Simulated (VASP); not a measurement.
# ScTe2Pd (R-3m) in VASP: reference runs

How does ScTe2Pd come out in PBE? The cell is run as given.

All numbers are computed with VASP 6.6.1; they aren't measurements. Logs are shortened: lines on timing, memory, paths and dates and some standing lists are left out, and cuts for length are marked.

**1. The crystal as given**

Symmetry: R-3m, No. 166, trigonal system. The conventional cell has a = 3.972 Å, b = 3.972 Å, c = 21.977 Å, α = 90.00°, β = 90.00°, γ = 120.00°. Around Sc (site symmetry -3m) lie 6 Te at 2.71 Å. Te (site symmetry 3m) has 3 Sc at 2.71 Å as nearest neighbours. Around Pd (site symmetry -3m) lie 6 Te at 3.20 Å.

The cell was built by a generator and needn't be a form met in nature.

**2. Single point, PBE**

File INCAR:

```
SYSTEM = ScTe2Pd
PREC = Accurate
ENCUT = 520
EDIFF = 1E-7
ISMEAR = -1
SIGMA = 0.05
LREAL = .FALSE.
LASPH = .TRUE.
NELM = 80
ALGO = Normal
ISIF = 2
LWAVE = .FALSE.
LCHARG = .FALSE.
GGA = PE
NBANDS = 24
```

File KPOINTS:

```
Automatic mesh
0
G
  8 8 8
  0 0 0
```

File POSCAR:

```
ScTe2Pd
1.0
    1.9860458000      1.1466440800      7.3258211100
   -1.9860458000      1.1466440800      7.3258211100
    0.0000000000     -2.2932881500      7.3258211100
Sc Te Pd
1 2 1
Direct
    0.5000000000      0.5000000000      0.5000000000
    0.2319827100      0.2319827100      0.2319827100
    0.7680172900      0.7680172900      0.7680172900
    0.0000000000      0.0000000000      0.0000000000
```

Potentials or basis: VASP PAW PBE potentials, release 64 (Sc_sv, Te, Pd).

Run with:

```bash
$ cat potpaw_PBE.64/Sc_sv/POTCAR potpaw_PBE.64/Te/POTCAR potpaw_PBE.64/Pd/POTCAR > POTCAR
$ mpirun -np 1 vasp_std > vasp.out
```

OUTCAR:

```text
SYSTEM = ScTe2Pd
   PREC = Accurate
   ENCUT = 520
   EDIFF = 1E-7
   ISMEAR = -1
   LREAL = .FALSE.
   LASPH = .TRUE.
   NELM = 80
   ISIF = 2
   GGA = PE

 ion  position               nearest neighbor table
   1  0.500  0.500  0.500-   2 2.71   3 2.71   2 2.71   2 2.71   3 2.71   3 2.71
   2  0.232  0.232  0.232-   1 2.71   1 2.71   1 2.71   4 3.20   4 3.20   4 3.20   3 3.67   3 3.67
                             3 3.67
   3  0.768  0.768  0.768-   1 2.71   1 2.71   1 2.71   4 3.20   4 3.20   4 3.20   2 3.67   2 3.67
                             2 3.67
   4  0.000  0.000  0.000-   3 3.20   2 3.20   3 3.20   3 3.20   2 3.20   2 3.20

  LATTYP: Found a trigonal (rhomboedric) cell.
 ALAT       =     7.6763810159
 COS(alpha) =     0.8661262376

  Lattice vectors:

 A1 = (   1.9860458000,   1.1466440800,   7.3258211100)
 A2 = (  -1.9860458000,   1.1466440800,   7.3258211100)
 A3 = (   0.0000000000,  -2.2932881500,   7.3258211100)

Analysis of symmetry for initial positions (statically):
=====================================================================
 Subroutine PRICEL returns:
 Original cell was already a primitive cell.

 Routine SETGRP: Setting up the symmetry group for a
 trigonal (rhombohedral) supercell.

 Subroutine GETGRP returns: Found 12 space group operations
 (whereof 12 operations were pure point group operations)
 out of a pool of 12 trial point group operations.

The static configuration has the point symmetry D_3d.

Analysis of symmetry for dynamics (positions and initial velocities):
=====================================================================
 Subroutine PRICEL returns:
 Original cell was already a primitive cell.

 Routine SETGRP: Setting up the symmetry group for a
 trigonal (rhombohedral) supercell.

 Subroutine GETGRP returns: Found 12 space group operations
 (whereof 12 operations were pure point group operations)
 out of a pool of 12 trial point group operations.

The dynamic configuration has the point symmetry D_3d.

 Subroutine INISYM returns: Found 12 space group operations
 (whereof 12 operations are pure point group operations),
 and found     1 'primitive' translations

----------------------------------------------------------------------------------------

                                     Primitive cell

  volume of cell :     100.0980

  direct lattice vectors                    reciprocal lattice vectors
     1.986045800  1.146644080  7.325821110     0.251756530  0.145351701  0.045501157
[... 92 lines left out ...]
   EDIFFG = 0.1E-05   stopping-criterion for IOM
   NSW    =      0    number of steps for IOM
   IBRION =     -1    ionic relax: 0-MD 1-quasi-New 2-CG
   NFREE  =      0    steps in history (QN), initial steepest desc. (CG)
   ISIF   =      2    stress and relaxation
   ISYM   =      2    0-nonsym 1-usesym 2-fastsym
   POTIM  = 0.5000    time-step for ionic-motion
   TEBEG  =    0.0;   TEEND  =   0.0 temperature during run
   PSTRESS=    0.0 pullay stress
   NELECT =      33.0000    total number of electrons
   NUPDOWN=      -1.0000    fix difference up-down
   EMIN   =  10.00;   EMAX   =-10.00  energy-range for DOS
   EFERMI =   0.00;   METHOD = LEGACY
   ISMEAR =    -1;   SIGMA  =   0.05  broadening in eV -4-tet -1-fermi 0-gaus
   EFERMI_NEDOS =   21; number of points for ismear=-14 and -15
   IALGO  =     38    algorithm
   IMIX   =      4    mixing-type and parameters
     AMIX     =   0.40;   BMIX     =  1.00
     AMIX_MAG =   1.60;   BMIX_MAG =  1.00
  volume/ion in A,a.u.               =      25.02       168.87
  Fermi-wavevector in a.u.,A,eV,Ry     =   1.130935  2.137157 17.402043  1.279014
  Thomas-Fermi vector in A             =   2.267633
   LORBIT       =      0    0 simple, 1 ext, 2 COOP (PROOUT), +10 PAW based schemes
   GGA     = PE    functional components
   LHFCALC =     F    Hartree Fock is set to
   AEXX    =    0.0000 exact exchange contribution
   IVDW    =     0    specifies the selected vdW correction
   LEPSILON=     F    determine dielectric tensor
   LRPA    =     F    only Hartree local field effects (RPA)
 non-spin polarized calculation
  energy-cutoff  :      520.00
  volume of cell :      100.10
 maximum number of plane-waves:      2734
 NGX is ok and might be reduce to    60
   NGX = 29   NGY = 29   NGZ = 29

 number of electron      33.0000001 magnetization

 Free energy of the ion-electron system (eV)
  ---------------------------------------------------
  ext. energy  EPLUGINS =         0.00000000
  ---------------------------------------------------
  free energy    TOTEN  =       -18.76981809 eV

  energy without entropy =      -18.73817601  energy(sigma->0) =      -18.75399705

 E-fermi :   6.2241     XC(G=0): -10.1015

 val. band max:        6.2227379737   @ k =   0.5000   0.5000   0.1250
 cond. band min:       6.2260654929   @ k =   0.5000   0.3750   0.0000
 fundamental gap:      0.0033275192
 Fermi energy:         6.2240837495

 k-point     1 :       0.0000    0.0000    0.0000
  band No.  band energies     occupation
      1     -43.0556      2.00000
      2     -21.7790      2.00000
      3     -21.7640      2.00000
      4     -21.7640      2.00000
      5      -6.1734      2.00000
      6      -4.6008      2.00000
[... 637 lines left out ...]
     23      11.2741      0.00000
     24      11.6267      0.00000

 [... further k-points ...]

------------------------ aborting loop because EDIFF is reached ----------------------------------------

  FORCE on cell =-STRESS in cart. coord.  units (eV):
  Direction    XX          YY          ZZ          XY          YZ          ZX
  --------------------------------------------------------------------------------------
  -------------------------------------------------------------------------------------
  Total        5.9654907      5.9654907      2.6899009      0.0000000      0.0000000      0.0000000
  in kB       95.4841543     95.4841542     43.0547842      0.0000000      0.0000000      0.0000000
  external PRESSURE =      78.0076976 kB  Pullay stress =       0.0000000 kB

 VOLUME and BASIS-vectors are now :
 -----------------------------------------------------------------------------
  energy-cutoff  :      520.00
  volume of cell :      100.10
      direct lattice vectors                 reciprocal lattice vectors
     1.986045800  1.146644080  7.325821110     0.251756530  0.145351701  0.045501157
    -1.986045800  1.146644080  7.325821110    -0.251756530  0.145351701  0.045501157
     0.000000000 -2.293288150  7.325821110     0.000000000 -0.290703401  0.045501157

 POSITION                                       TOTAL-FORCE (eV/Angst)
 -----------------------------------------------------------------------------------
      0.00000      0.00000     10.98873         0.000000      0.000000      0.000000
      0.00000      0.00000      5.09839        -0.000000      0.000000      3.200205
      0.00000      0.00000     16.87907        -0.000000     -0.000000     -3.200205
      0.00000      0.00000      0.00000        -0.000000      0.000000      0.000000
 -----------------------------------------------------------------------------------
    total drift:                               -0.000000     -0.000000      0.000000

  FREE ENERGIE OF THE ION-ELECTRON SYSTEM (eV)
  ---------------------------------------------------
  free  energy   TOTEN  =       -18.7698180858 eV

  energy  without entropy=      -18.7381760087  energy(sigma->0) =      -18.75399705
```

stdout:

```text
POSCAR found type information on POSCAR ScTePd
 POSCAR found :  3 types and       4 ions
 scaLAPACK will be used
 LDA part: xc-table for (Slater+PW92), standard interpolation
 POSCAR, INCAR and KPOINTS ok, starting setup
 FFT: planning ... GRIDC
 FFT: planning ... GRID_SOFT
 FFT: planning ... GRID
 WAVECAR not read
 entering main loop
```

It took 4.8 min on 1 thread of Intel Xeon 6975P-C (Granite Rapids), shared host; peak memory 0.58 GiB.

What came out:

```
Free energy            : -18.7698 eV
Pressure               : 7.8 GPa
Largest force          : 3.200 eV/Å
Band gap on the k mesh : none (metal or under the smearing width)
```

Forces on the atoms (eV/Å):
```
Sc   0.000  0.000  0.000
Te   0.000  0.000  3.200
Te   0.000  0.000 -3.200
Pd   0.000  0.000  0.000
```

Stress tensor (GPa, compression positive):
```
9.55 0.00 0.00
0.00 9.55 0.00
0.00 0.00 4.31
```

Caveat: forces of over 1 eV/Å show positions far from the minimum, so gaps and moduli don't describe the material at rest. Spin-orbit coupling is left out, which matters for the levels of Te.
